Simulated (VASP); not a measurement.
# LiCu₃ (space group Fm-3m): computed properties

Computed with PBEsol GGA, VASP's PBE PAW potentials (set 64) (plane waves; VASP).

```json
{
 "space_group": "Fm-3m (225)",
 "cell": "a = 5.6891 Å, b = 5.6891 Å, c = 5.6891 Å, α = 90.00°, β = 90.00°, γ = 90.00°",
 "volume_per_atom": "11.51 Å³/atom",
 "band gap (over mesh and band path)": "none (metal, semimetal or under 0.01 eV)",
 "band_gap_with_spin_orbit_coupling": "none (metallic)",
 "density": "7.13 g/cm³"
}
```

```
Cu3Li
1.0
    0.00000     2.84454     2.84454
    2.84454     0.00000     2.84454
    2.84454     2.84454     0.00000
Li Cu
1 3
Cartesian
  0.00000   0.00000   0.00000
  1.42227   1.42227   1.42227
  4.26681   4.26681   4.26681
  2.84454   2.84454   2.84454
```

The structure comes from a computed database's LiCu3 entry (Fm-3m); how it stands against other phases isn't given here. It was relaxed first. Symmetry was kept, so distortions that lower it aren't found.
